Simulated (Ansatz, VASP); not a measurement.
# In2O3 (partly crystallised In2O3): VASP beside Ansatz

One calculation is typed for both programs; each brings its own data sets. How far apart do they land? Of the first pair: The cell is taken from a series of runs on this material, whose earlier steps may have relaxed, scaled, displaced or heated it; both programs get it as it stands.

Method: plane waves, with VASP 6.6.1 beside it; single point at revPBE, in Ansatz 0.2.0.

## 1. The structure

The cell holds 100 atoms: 40 In and 60 O. Its edges and angles: a = 11.162 Å, b = 11.162 Å, c = 11.162 Å, α = 90.0°, β = 90.0°, γ = 90.0°. As first built, before any earlier steps moved the atoms (in the runner's words): 100 atoms (40 Sc, 60 O) placed at random at 3.63 g/cm^3, melted at 5000 K for 10 ps at fixed volume with the Morse and Coulomb pair potential with partial charges (Pedone, Malavasi, Menziani, Cormack and Segre, J. Phys. Chem. B 110, 11780 (2006)). Quenched from 5000 K to 300 K at 20 K/ps and fixed volume, held 10 ps at zero pressure, then minimised at fixed cell. Then Sc was replaced by In and the cell scaled by 1.038 (the potential has no terms for the new elements, so the cell is a start for a DFT relaxation).

## 2. VASP: single point, revPBE, pair 1

A single point gives forces, pressure and levels at one fixed geometry, so differences don't come from the geometry; what else differs is listed under the comparison.

Lines of VASP's logs that name or quote its potential files are left out, and so is its time.

Contents of INCAR:

```
SYSTEM = In2O3
PREC = Accurate
ENCUT = 520
EDIFF = 1E-06
NELM = 120
ISMEAR = -1
SIGMA = 0.05
LREAL = Auto
ALGO = Normal
GGA = RE
NBANDS = 512
LORBIT = 11
LWAVE = .FALSE.
LCHARG = .FALSE.
ISIF = 2
LASPH = .TRUE.
GGA_COMPAT = .FALSE.
EFERMI = MIDGAP
NCORE = 2
```

Contents of POSCAR:

```
In2O3
1.0
   11.1615600000      0.0000000000      0.0000000000
    0.0000000000     11.1615600000      0.0000000000
    0.0000000000      0.0000000000     11.1615600000
In O
40 60
Direct
    0.9016200000      0.3931700000      0.9822800000
    0.0221000000      0.3976800000      0.7192000000
    0.7920700000      0.8910600000      0.5580400000
    0.5804100000      0.3640400000      0.1568500000
    0.8594900000      0.6471000000      0.7911500000
    0.2950100000      0.1200900000      0.2309800000
    0.7954700000      0.1464600000      0.7319400000
    0.3605600000      0.6185000000      0.2909500000
    0.4050900000      0.6524200000      0.9541800000
    0.1288600000      0.6553600000      0.8795900000
    0.5823100000      0.6506000000      0.7119100000
    0.0104200000      0.1076800000      0.1497700000
    0.1793800000      0.6380100000      0.5259400000
    0.4688100000      0.1333900000      0.9870200000
    0.1774300000      0.1340800000      0.9018500000
    0.7954300000      0.8485300000      0.2733100000
    0.9061000000      0.6133200000      0.4555400000
    0.2341600000      0.8711200000      0.0729400000
    0.6250100000      0.9052200000      0.7973100000
    0.7324400000      0.3949500000      0.5745600000
    0.4035500000      0.8743100000      0.4809500000
    0.9114400000      0.8954600000      0.9531100000
    0.0824900000      0.6166900000      0.2109100000
    0.6298600000      0.6110900000      0.3808800000
    0.4125600000      0.3706200000      0.4525300000
    0.2344600000      0.1585100000      0.5621800000
    0.6790100000      0.1318400000      0.4060100000
    0.5700700000      0.3953000000      0.8679900000
    0.7337600000      0.1074800000      0.0629600000
    0.6784000000      0.6289300000      0.0267200000
[... 64 atom lines left out ...]
    0.4196900000      0.2513000000      0.1504100000
    0.2848700000      0.7903600000      0.8801200000
    0.8055400000      0.2224800000      0.5281600000
    0.3238800000      0.5340000000      0.4651600000
    0.9969400000      0.4503800000      0.1610400000
    0.6488000000      0.9587200000      0.3416600000
```

Contents of KPOINTS:

```
Automatic mesh
0
Gamma
1 1 1
0 0 0
```

PAW data sets: In_d and O (PBE family, release 64).

Command:

```
mpirun -np 8 vasp_gam
```

Numbers of over 12 decimals in the logs are rounded to 6 here.

Output:

```text
[banner, memory and clock lines left out]
running    8 mpi-ranks, on    1 nodes
[...]
|                                                                             |
|               ----> ADVICE to this user running VASP <----                  |
|                                                                             |
|     You enforced a specific xc type in the INCAR file but a different       |
|     [... a line on the potential file left out ...]
|     I HOPE YOU KNOW WHAT YOU ARE DOING!                                     |
|                                                                             |

 LDA part: xc-table for (Slater+PW92), standard interpolation
 POSCAR, INCAR and KPOINTS ok, starting setup
[...]
entering main loop
       N       E                     dE             d eps       ncg     rms          rms(c)
DAV:   1     0.218251551430E+05    0.21825E+05   -0.37155E+05  1024   0.278E+03
DAV:   2     0.604732900302E+04   -0.15778E+05   -0.15254E+05  1024   0.878E+02
DAV:   3     0.595251882735E+03   -0.54521E+04   -0.51641E+04  1024   0.392E+02
DAV:   4    -0.544627951547E+03   -0.11399E+04   -0.10977E+04  1392   0.174E+02
[...]
DAV:  17    -0.511051248958E+03   -0.33494E-04   -0.92593E-05  1328   0.304E-02    0.118E-02
DAV:  18    -0.511051252926E+03   -0.39680E-05   -0.17072E-05  1400   0.136E-02    0.704E-03
DAV:  19    -0.511051253278E+03   -0.35159E-06   -0.20721E-06   688   0.414E-03
   1 F= -.51105125E+03 E0= -.51103708E+03  d E =-.283481E-01
```

Parts of OUTCAR (step 2):

```text
  FREE ENERGIE OF THE ION-ELECTRON SYSTEM (eV)
  ---------------------------------------------------
  free  energy   TOTEN  =      -511.0512532778 eV

  energy  without entropy=     -511.0229051592  energy(sigma->0) =     -511.03707922
```

The run ends at a pressure of 0.71 GPa, with forces up to 1.0 eV/Å.

## 3. Ansatz: single point, revPBE, pair 1

Ansatz runs on its PAW soft_1 files.

The same cell, functional, mesh and smearing now go to Ansatz, which takes its cutoff from its data sets.

Contents of input.yaml:

```yaml
crystal:
  lattice:
    - [11.16156, 0.0, 0.0]
    - [0.0, 11.16156, 0.0]
    - [0.0, 0.0, 11.16156]
  atoms:
    - { symbol: In, position: [0.90162, 0.39317, 0.98228] }
    - { symbol: In, position: [0.0221, 0.39768, 0.7192] }
    - { symbol: In, position: [0.79207, 0.89106, 0.55804] }
    - { symbol: In, position: [0.58041, 0.36404, 0.15685] }
    - { symbol: In, position: [0.85949, 0.6471, 0.79115] }
    - { symbol: In, position: [0.29501, 0.12009, 0.23098] }
    - { symbol: In, position: [0.79547, 0.14646, 0.73194] }
    - { symbol: In, position: [0.36056, 0.6185, 0.29095] }
    - { symbol: In, position: [0.40509, 0.65242, 0.95418] }
    - { symbol: In, position: [0.12886, 0.65536, 0.87959] }
    - { symbol: In, position: [0.58231, 0.6506, 0.71191] }
    - { symbol: In, position: [0.01042, 0.10768, 0.14977] }
    - { symbol: In, position: [0.17938, 0.63801, 0.52594] }
    - { symbol: In, position: [0.46881, 0.13339, 0.98702] }
    - { symbol: In, position: [0.17743, 0.13408, 0.90185] }
    - { symbol: In, position: [0.79543, 0.84853, 0.27331] }
    - { symbol: In, position: [0.9061, 0.61332, 0.45554] }
    - { symbol: In, position: [0.23416, 0.87112, 0.07294] }
    - { symbol: In, position: [0.62501, 0.90522, 0.79731] }
    - { symbol: In, position: [0.73244, 0.39495, 0.57456] }
    - { symbol: In, position: [0.40355, 0.87431, 0.48095] }
    - { symbol: In, position: [0.91144, 0.89546, 0.95311] }
    - { symbol: In, position: [0.08249, 0.61669, 0.21091] }
    - { symbol: In, position: [0.62986, 0.61109, 0.38088] }
    - { symbol: In, position: [0.41256, 0.37062, 0.45253] }
    - { symbol: In, position: [0.23446, 0.15851, 0.56218] }
    - { symbol: In, position: [0.67901, 0.13184, 0.40601] }
    - { symbol: In, position: [0.57007, 0.3953, 0.86799] }
    - { symbol: In, position: [0.73376, 0.10748, 0.06296] }
    - { symbol: In, position: [0.6784, 0.62893, 0.02672] }
[... 64 atom lines left out ...]
    - { symbol: O, position: [0.41969, 0.2513, 0.15041] }
    - { symbol: O, position: [0.28487, 0.79036, 0.88012] }
    - { symbol: O, position: [0.80554, 0.22248, 0.52816] }
    - { symbol: O, position: [0.32388, 0.534, 0.46516] }
    - { symbol: O, position: [0.99694, 0.45038, 0.16104] }
    - { symbol: O, position: [0.6488, 0.95872, 0.34166] }
kpoints:
  mp_grid: { grid: [1, 1, 1] }
hamiltonian:
  xc: revpbe
  pseudopotentials: { kind: paw, azcp: { folder: soft_1 } }
scf:
  occupations: { method: fermi_dirac, width: 0.05 }
output:
  forces: true
```

Command:

```
ansatz run input.yaml --threads 4 --pin off --max-ram 8192MiB --backend cpu --events-out ev --progress --plain --runs-dir out
```

Output:

```text
Engine: ansatz 0.2.0, x86_64-unknown-linux-gnu
Pseudopotentials: kind: paw
Pseudopotential: In, paw, valence charge 13, recommended cutoff 420 eV (normal), soft_1/In.paw.azcp
Pseudopotential: O, paw, valence charge 6, recommended cutoff 420 eV (normal), soft_1/O.paw.azcp
Functional definition: revPBE
  parameter kappa = 1.245
  parameter beta = 0.066725
  exchange = pbe_x(kappa = kappa, mu = beta*pi^2/3)
  correlation = pbe_c(beta = beta)
Crystal: 100 atoms, lattice volume = 1390.512 Å³
Basis set: ecut = 420 eV, 27201 PW (Γ), exchange–correlation on 150×150×150 points (8 copies of the dense FFT grid, shifted against one another)
Bands: 540, of which v1, the nominal top of the filled ones, is band 440 counted from 1 (439 counted from 0)
Symmetry: 1 space group operations
Space group: P1 (ITA 1), of the structure as read, at distance tolerance 1.1e-4 Å
k-points: 1
Non-local potential: In, projectors of the file, l = 0: 2, l = 1: 2, l = 2: 2, l = 3: 1
Non-local potential: O, projectors of the file, l = 0: 2, l = 1: 2, l = 2: 1
PAW form: soft (Blöchl's): semilocal exchange-correlation on the pseudo side does not see the compensation charge
PAW frozen core: In, regenerated for the run's functional, and the local potential with it (the file was generated under x = pbe(κ = 0.804, μ = 0.219515), c = pbe(β = 0.066725))
PAW frozen core: O, regenerated for the run's functional, and the local potential with it (the file was generated under x = pbe(κ = 0.804, μ = 0.219515), c = pbe(β = 0.066725))
PAW one-centre angular grid: In, 590 points (default); XC on 64 Gauss nodes
PAW one-centre angular grid: O, 110 points (default); XC on 64 Gauss nodes
Initial density: superposition of atomic densities (chi_scale 0.1, normalization cell, long waves kept (reshape's long-wave potential 0.08 eV rms))
Initial wavefunctions: pseudopotential atomic-orbital guess
Functional: x = revpbe(κ = 1.245, μ = 0.219515), c = pbe(β = 0.066725)
SCF iter   1: F=—  HF=-258282.143349 eV  |F-HF|=—  |Δ(HF+E_count)|=         —  Δρ=6.48e-2  dr2=4.29e1  ethr=3.10e-3  ⟨swp⟩=6.0  Hψ=1993  notcnv=0  defer=3
preconditioner: auto → Resta (q_TF=auto, 2.528 Å⁻¹)  ε∞=4.3  [insulator: Δε(μ)=0.597 eV  Ē_g=16.274 eV  σ=0.050 eV  W_gap=0.99  n_scr=388 (ndim 8)  ℏωp=29.5 eV  f_vac=0.013  D(μ)=0.27/eV (n_scr^D=0)  ε∞_Penn≈4.3]
SCF iter   2: F=—  HF=-258273.742652 eV  |F-HF|=—  |Δ(HF+E_count)|=    8.40e0  Δρ=3.28e-2  dr2=1.07e1  ethr=3.10e-3  ⟨swp⟩=3.0  Hψ=1067  notcnv=0  defer=93
SCF iter   3: F=—  HF=-258272.118675 eV  |F-HF|=—  |Δ(HF+E_count)|=    1.62e0  Δρ=1.23e-2  dr2=2.24e0  ethr=1.21e-3  ⟨swp⟩=3.0  Hψ=883  notcnv=0  defer=63
automatic band count: iteration 3 solves 510 bands in place of 540: the levels show a gap, and the empty bands left out lie too high to hold charge; the band table lists the bands solved (type scf.n_extra_bands for more)
SCF iter   4: F=—  HF=-258271.918884 eV  |F-HF|=—  |Δ(HF+E_count)|=   2.00e-1  Δρ=4.92e-3  dr2=3.27e-1  ethr=2.55e-4  ⟨swp⟩=2.0  Hψ=982  notcnv=0  defer=63
SCF iter   5: F=—  HF=-258272.004177 eV  |F-HF|=—  |Δ(HF+E_count)|=   8.53e-2  Δρ=2.09e-3  dr2=5.70e-2  ethr=3.72e-5  ⟨swp⟩=2.0  Hψ=873  notcnv=0  defer=63
SCF iter   6: F=—  HF=-258272.044540 eV  |F-HF|=—  |Δ(HF+E_count)|=   4.04e-2  Δρ=1.10e-3  dr2=1.85e-2  ethr=6.48e-6  ⟨swp⟩=2.0  Hψ=832  notcnv=0  defer=63
SCF iter   7: F=—  HF=-258272.057681 eV  |F-HF|=—  |Δ(HF+E_count)|=   1.31e-2  Δρ=5.27e-4  dr2=3.89e-3  ethr=2.10e-6  ⟨swp⟩=2.0  Hψ=970  notcnv=0  defer=63
SCF iter   8: F=—  HF=-258272.059124 eV  |F-HF|=—  |Δ(HF+E_count)|=   1.44e-3  Δρ=1.77e-4  dr2=4.69e-4  ethr=4.42e-7  ⟨swp⟩=2.0  Hψ=830  notcnv=0  defer=63
SCF iter   9: F=—  HF=-258272.060370 eV  |F-HF|=—  |Δ(HF+E_count)|=   1.25e-3  Δρ=1.17e-4  dr2=1.88e-4  ethr=5.33e-8  ⟨swp⟩=2.0  Hψ=888  notcnv=0  defer=63
SCF iter  10: F=—  HF=-258272.060474 eV  |F-HF|=—  |Δ(HF+E_count)|=   1.04e-4  Δρ=3.53e-5  dr2=1.91e-5  ethr=2.13e-8  ⟨swp⟩=2.0  Hψ=837  notcnv=0  defer=63
SCF iter  11: F=—  HF=-258272.058386 eV  |F-HF|=—  |Δ(HF+E_count)|=   2.09e-3  Δρ=1.52e-5  dr2=3.81e-6  ethr=2.17e-9  ⟨swp⟩=2.0  Hψ=888  notcnv=0  defer=63
SCF iter  12: F=—  HF=-258272.058394 eV  |F-HF|=—  |Δ(HF+E_count)|=   7.66e-6  Δρ=1.90e-5  dr2=4.78e-6  ethr=4.33e-10  ⟨swp⟩=3.0  Hψ=889  notcnv=0  defer=63
SCF iter  13: F=—  HF=-258272.058394 eV  |F-HF|=—  |Δ(HF+E_count)|=   2.27e-7  Δρ=3.85e-6  dr2=2.10e-7  ethr=4.33e-10  ⟨swp⟩=2.0  Hψ=887  notcnv=0  defer=63
SCF iter  14: F=-258272.058394 eV  HF=-258272.058394 eV  |F-HF|=1.69e-8  |Δ(HF+E_count)|=   1.31e-7  Δρ=2.33e-6  dr2=7.77e-8  ethr=1.14e-11  ⟨swp⟩=4.0  Hψ=1558  notcnv=0
SCF 1 converged in 14 iterations: F = -258272.058394 eV  dr2 = 7.77e-8
  greatest PAW one-centre occupation: 0.990 electrons in one spin orbital (limit 2), on the In atom at site 33 (counted from 0), in its partial waves of l = 2
SCF converged after 14 iterations
Free energy (F): -258272.058394 eV
Harris-Foulkes:  -258272.058394 eV  (|F-HF|=1.69e-8)
Internal energy: -258272.032958 eV  (E = F + TS)
E sigma→0 (E₀):  -258272.045676 eV
Entropy (-TS):   -0.025436 eV (-0.254 meV/atom)
Fermi energy:    8.377572 eV
--- Per-component energies (eV) ---
  E_band       = -683.997652
  E_kinetic    = 18854.031091
  E_local      = -61552.420177  (includes V_loc(G=0)·N_el)
  E_nonlocal   = 16277.208392
  E_hartree    = 24281.214758
  E_xc         = -9935.318692
  E_vxc        = -8940.616657  (∫ρ·V_xc dr)
  E_paw        = -178608.824828  (= ΣΔE_a)
  E_vpaw       = -13884.686500  (= ΣTr[D̂ρ^β])
  E_aug_tail   = 0.049721  (compensation charges beyond the density's cutoff)
  E_ewald      = -67588.977813
  E_core_change = 1.004591  (= ΣΔE_core)
  E_smearing   = -0.025436  (= −TS)
  E_closure    = -0.000000  (closes the sum)
  Σ components = -258272.058394   (vs F -258272.058394, Δ=0.00e0)
--- Forces (eV/Å), atoms counted from 1 ---
  atom   1  In    -0.21184366    -0.05723714    -0.29626735
  atom   2  In    -0.30831231    -0.55430153    -0.75031853
  atom   3  In     0.20400993     0.25983351    -0.04584564
  atom   4  In    -0.29920223    -0.08234746     0.05108254
  atom   5  In    -0.29281218     0.10970534    -0.21565658
  atom   6  In     0.24409546    -0.03077579     0.18922828
  atom   7  In     0.24278185     0.00102920     0.20046297
  atom   8  In    -0.35523800    -0.08250282    -0.21941650
  atom   9  In     0.18307203     0.25194352    -0.18562894
  atom  10  In     0.33713432     0.40394664     0.00652012
  atom  11  In    -0.28333192    -0.43057196    -0.03439621
  atom  12  In     0.04216192    -0.13752216     0.17907044
  atom  13  In     0.10826336    -0.34612820    -0.17173016
  atom  14  In     0.06043297    -0.22765902     0.12245100
  atom  15  In    -0.22705677     0.16831487    -0.26268475
  atom  16  In     0.34883497     0.13126988    -0.27802665
  atom  17  In     0.13899424    -0.21299935    -0.20523517
  atom  18  In    -0.10186824    -0.34303584    -0.15209339
  atom  19  In     0.00575856     0.34684682     0.58294337
  atom  20  In    -0.07999335     0.35103095    -0.15978594
  atom  21  In    -0.21852437     0.10040182    -0.28195275
  atom  22  In    -0.00477080    -0.25932821    -0.08583099
  atom  23  In    -0.22561335     0.37234238    -0.04868652
  atom  24  In     0.31745112    -0.35833689     0.01222185
[...]
atom  93  O     -0.12668603    -0.15994100    -0.06035361
  atom  94  O     -0.01488472    -0.07934385     0.22915175
  atom  95  O     -0.14311560     0.15881973     0.00615532
  atom  96  O     -0.29934064    -0.01171556     0.28822526
  atom  97  O     -0.49868701     0.06566579     0.08984857
  atom  98  O      0.45306903    -0.09809847    -0.21264050
  atom  99  O      0.08519591    -0.20344814    -0.33150179
  atom 100  O      0.03462968    -0.01464789     0.40737796
  max |Σ_I F_I| component: 2.55e-5 eV/Å
```

## 4. Differences

Known differences besides the potentials themselves: the cutoff is 420 eV in Ansatz and 520 eV in VASP (PREC = Accurate, projectors in real space); Ansatz makes its cores anew for this functional, VASP keeps those of its PBE data sets. Total energies have different zeros and are not compared.

The two programs side by side:

```csv
quantity,Ansatz,VASP,difference
gap on the k mesh (eV),0.400,0.388,+0.012
```

Forces on 10 of the 100 atoms, those with the largest forces and the largest differences (eV/Å; atoms numbered as in POSCAR):

```csv
atom,"Ansatz x, y, z","VASP x, y, z"
In2,"-0.308, -0.554, -0.750","-0.313, -0.536, -0.761"
In15,"-0.227, 0.168, -0.263","-0.234, 0.204, -0.261"
In18,"-0.102, -0.343, -0.152","-0.127, -0.312, -0.142"
In19,"0.006, 0.347, 0.583","0.017, 0.351, 0.587"
In29,"-0.474, -0.235, 0.327","-0.473, -0.213, 0.332"
In33,"-0.034, -0.140, 0.961","-0.026, -0.137, 0.976"
In37,"0.014, -0.316, 0.517","0.023, -0.319, 0.522"
In39,"-0.269, 0.570, -0.776","-0.282, 0.557, -0.771"
In40,"-0.044, 0.156, 0.986","-0.033, 0.153, 1.002"
O76,"0.175, 0.108, -0.124","0.171, 0.075, -0.115"
```

The forces differ by 12 meV/Å r.m.s., which is 5.4 % of the r.m.s. force of 0.227 eV/Å (both taken over all components). A gap on the mesh is an upper bound, since the band edges may lie between its points.

## 5. Ansatz: relaxation, revPBE

The two programs are compared at the cell with which this relaxation starts, whose forces are those of its first step.

The structure compared here is the start of the Ansatz relaxation; VASP solves that cell, so the two are compared at the walk's first step.

Edit input.yaml of step 3 so:

```diff
@@ -52 +52,4 @@
   forces: true
+relax:
+  f_tol: 0.05
+  max_steps: 120
```

Output:

```text
[...]
Crystal: 100 atoms, lattice volume = 1390.512 Å³
Basis set: ecut = 420 eV, 27201 PW (Γ), exchange–correlation on 150×150×150 points (8 copies of the dense FFT grid, shifted against one another)
Bands: 540, of which v1, the nominal top of the filled ones, is band 440 counted from 1 (439 counted from 0)
Symmetry: 1 space group operations
[...]
k-points: 1
[...]
- { symbol: O, position: [0.525062, 0.518121, 0.031049] }
    - { symbol: O, position: [0.661649, 0.735609, 0.192902] }
    - { symbol: O, position: [0.299328, 0.049103, 0.025210] }
    - { symbol: O, position: [0.774824, 0.014505, 0.890076] }
    - { symbol: O, position: [0.948716, 0.728065, 0.283932] }
    - { symbol: O, position: [0.565458, 0.754689, 0.902555] }
    - { symbol: O, position: [0.756068, 0.455415, 0.092023] }
[...]
- { symbol: O, position: [0.799358, 0.217664, 0.525237] }
    - { symbol: O, position: [0.333015, 0.543139, 0.459784] }
    - { symbol: O, position: [0.998506, 0.444446, 0.155639] }
    - { symbol: O, position: [0.655486, 0.956623, 0.385350] }
```

[end of part 1 of 2]

[Lines on the potential files, build, host, timing and source positions are cut from VASP's logs without a mark.]

[Logs are printed without paths, hosts, clocks, repeated set-up lines and the standing remarks that a program may print on its own settings, such as how far it seeks lower states.]

[Hosts, paths, dates, database ids (printed as entryN), source tags and the programs' standing remarks are cut or masked in the printed files.]
